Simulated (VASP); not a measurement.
A snapshot from molecular dynamics of Se, step 11; the first frame, the perfect lattice, has an electronic free energy F (no ionic kinetic energy) of -3.447 eV/atom. The Γ point alone samples so small a cell crudely.

```xyz
54
Lattice="6.5550 -11.3536 0.0000 6.5550 11.3536 0.0000 0.0000 0.0000 9.9000" Properties=species:S:1:pos:R:3 pbc="T T T"
Se     0.5322     0.8202     3.2622
Se     3.3497     0.0051     9.8938
Se     0.5078    -0.8162     1.6756
Se     0.5405     0.8932     8.2614
Se     3.3458     0.0098     4.9742
Se     0.5781    -0.8997     6.6650
Se     9.1653    -6.6581     3.3284
Se     5.5736     3.8173     0.0057
Se     2.6922     2.9389     1.6645
Se     2.7547     4.7352     8.3032
Se     5.5716     3.8136     5.0010
Se     2.7327     2.9328     6.6085
Se     4.9272     8.4455     3.2832
Se     7.7502     7.5419     9.8615
Se     4.8415     6.7083     1.6605
Se    11.3939    -2.9179     8.2594
Se     7.7376     7.6206     4.9411
Se     4.8591     6.7270     6.5711
Se     2.7222    -2.8648     3.2927
Se     5.4924    -3.8297     9.8428
Se     2.7243    -4.6067     1.6581
Se     2.7315    -2.9069     8.1899
Se     5.5027    -3.8510     4.9611
Se     2.7129    -4.6713     6.5969
Se     4.8593     0.8651     3.3156
Se     7.7074    -0.0531     9.8847
Se     4.8300    -0.8840     1.6644
Se     4.9043     0.8703     8.1438
Se     7.7345     0.0172     4.9206
Se     4.8612    -0.8867     6.5971
Se     7.0710     4.6553     3.2985
Se     9.8985     3.8096     0.0374
Se     7.0637     2.8851     1.7027
Se     7.0682     4.7115     8.2628
Se     9.8709     3.7148     4.9710
Se     7.0538     2.8668     6.6059
Se     4.7716    -6.6973     3.3039
Se     7.7854    -7.6299     0.0354
Se    11.3929     2.8540     1.6903
Se     4.8973    -6.7142     8.1942
Se     7.7109    -7.5767     4.9714
Se     4.9187    -8.4560     6.6363
Se     6.9999    -2.8530     3.2816
Se     9.8841    -3.7032     9.8637
Se     7.1048    -4.5920     1.6465
Se     7.1024    -2.8396     8.3050
Se     9.8951    -3.7999     4.9019
Se     7.0114    -4.6138     6.5525
Se     9.2927     0.8512     3.3373
Se    12.1260    -0.0970     9.8299
Se     9.1119    -0.9215     1.7040
Se     9.2575     0.8033     8.2531
Se    12.0962    -0.0416     4.8732
Se     9.2837    -0.8854     6.6034
```

Level of theory: PBE GGA, VASP's PBE PAW potentials (set 64) (plane waves; VASP 6.6.1). Numerical set-up: PREC = Normal, LREAL = Auto, ISYM = 0, EDIFF = 1E-5, 300 eV cut-off, 1×1×1 Γ-centred mesh, Fermi-Dirac smearing of 0.026 eV, potentials Se.

**Question.** Give F per atom of this frame and the forces (eV/Å).

**Answer.** -3.448 eV/atom.
```tsv
atom	Fx	Fy	Fz
Se1	0.00	1.05	0.70
Se2	0.02	0.12	-0.20
Se3	0.32	-1.22	-0.90
Se4	0.05	-0.04	-0.12
Se5	-0.34	0.03	-0.16
Se6	-0.19	0.13	-0.60
Se7	0.29	0.21	-0.07
Se8	-0.10	-0.12	0.10
Se9	0.42	-0.38	0.33
Se10	-0.15	-0.33	-0.25
Se11	-0.22	-0.09	-0.22
Se12	-0.02	0.22	0.20
Se13	-0.14	0.09	0.07
Se14	-0.01	0.14	0.06
Se15	0.10	-0.16	-0.28
Se16	0.42	0.49	-0.34
Se17	-0.02	-0.13	0.05
Se18	-0.03	-0.37	-0.06
Se19	-0.03	0.21	0.11
Se20	0.41	0.23	0.24
Se21	0.00	-0.28	-0.20
Se22	-0.04	0.12	0.35
Se23	-0.35	0.35	-0.35
Se24	-0.09	-0.14	-0.29
Se25	0.12	0.17	0.03
Se26	-0.36	0.11	0.14
Se27	0.13	-0.12	-0.19
Se28	-0.08	0.25	0.77
Se29	-0.16	-0.07	0.43
Se30	0.22	-0.44	-0.19
Se31	0.13	0.16	0.16
Se32	0.10	-0.13	-0.22
Se33	0.03	-0.01	-0.29
Se34	0.13	-0.21	-0.06
Se35	-0.03	0.07	0.04
Se36	0.14	0.20	0.19
Se37	0.21	-0.11	0.14
Se38	-0.37	0.43	-0.48
Se39	-0.05	0.20	-0.27
Se40	-0.06	0.30	0.64
Se41	-0.14	-0.04	0.21
Se42	-0.10	-0.41	-0.40
Se43	0.02	-0.03	0.07
Se44	-0.38	-0.34	0.51
Se45	-0.30	-0.11	-0.12
Se46	-0.38	-0.27	-0.41
Se47	0.00	0.20	0.12
Se48	0.56	-0.17	0.60
Se49	-0.02	0.23	-0.23
Se50	-0.33	0.33	0.32
Se51	0.46	-0.22	-0.20
Se52	0.16	0.38	0.12
Se53	0.15	-0.15	0.73
Se54	-0.09	-0.32	-0.27
```

The cell is a supercell, built from Se (trig). Its lattice is the typed one, not relaxed at this level.
